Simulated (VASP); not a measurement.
Given:

```
CELL_PARAMETERS angstrom
      0.00000     1.98373     1.98373
      1.98373     0.00000     1.98373
      1.98373     1.98373     0.00000
ATOMIC_POSITIONS crystal
  Li 0.00000 0.00000 0.00000
  F  0.50000 0.50000 0.50000
```

Computed with SCAN meta-GGA, VASP's PBE PAW potentials (set 64) (plane waves; VASP 6.6.1). Settings: 520 eV cut-off, 11×11×11 Γ-centred mesh, Gaussian smearing of 0.050 eV, potentials Li_sv F.

What does the run give for the energy per atom (σ→0), band gap (on the k-mesh) with the smallest direct gap where there is one?

| Item | Value |
|---|---|
| band gap (on the k-mesh) | 10.64 eV |
| smallest direct gap (on the k-mesh) | 10.64 eV |
| energy per atom (σ→0) | -6.159 eV/atom |

Only differences to runs with the same potentials and settings are physical.

The compound is LiF in the rock salt structure. It was relaxed first.
